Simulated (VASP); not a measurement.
VASP input:

### POSCAR
```
Ag
1
    2.6757320000     0.0000000000     0.0000000000
    0.0000000000     2.6757320000     0.0000000000
    0.0000000000     0.0000000000     2.6757320000
Ag
1
Direct
  0.0000000000   0.0000000000   0.0000000000
```

INCAR:
```
ALGO=Normal
EDIFF=1E-6
EDIFFG=-0.01
ENCUT=400
GGA=PS
IBRION=2
ISIF=3
ISMEAR=1
LASPH=T
LCHARG=F
LMAXMIX=4
LREAL=F
LWAVE=F
NELM=100
NSW=60
PREC=Accurate
SIGMA=0.1
SYSTEM=Ag
```

KPOINTS:
```
Automatic
0
gamma
12 12 12
```

POTCAR, in this order: Ag (PBE.64 set). Program: vasp_std.

Question: Translate this PBEsol calculation to Quantum ESPRESSO's pw.x.

Answer: One equivalent input (not run):
```
&CONTROL
  calculation = 'vc-relax'
  pseudo_dir = './pseudo'
  outdir = './out'
  tprnfor = .true.
  tstress = .true.
  nstep = 60
  forc_conv_thr = 0.00039
/
&SYSTEM
  ibrav = 0
  nat = 1
  ntyp = 1
  ecutwfc = 82
  occupations = 'smearing'
  smearing = 'methfessel-paxton'
  degauss = 0.00735
  input_dft = 'pbesol'
/
&ELECTRONS
  conv_thr = 7.3e-08
  electron_maxstep = 100
/
&IONS
/
&CELL
/
ATOMIC_SPECIES
  Ag 107.868 Ag.upf
CELL_PARAMETERS angstrom
     2.6757320    0.0000000    0.0000000
     0.0000000    2.6757320    0.0000000
     0.0000000    0.0000000    2.6757320
ATOMIC_POSITIONS crystal
  Ag   0.0000000  0.0000000  0.0000000
K_POINTS automatic
  12 12 12 0 0 0
```
What does not carry over: the potentials are each code's own (VASP's PAW set, PseudoDojo norm-conserving files in pw.x), so ENCUT and ecutwfc are chosen apart and not converted; conv_thr bounds pw.x's estimated SCF error, while EDIFF bounds the energy change between steps; forc_conv_thr acts on force components and is met together with etot_conv_thr.

The structure was generated: Ag was put into the simple-cubic type (Pm-3m), which need not be its known phase. This run relaxes it. Symmetry was kept, so distortions that lower it aren't found.
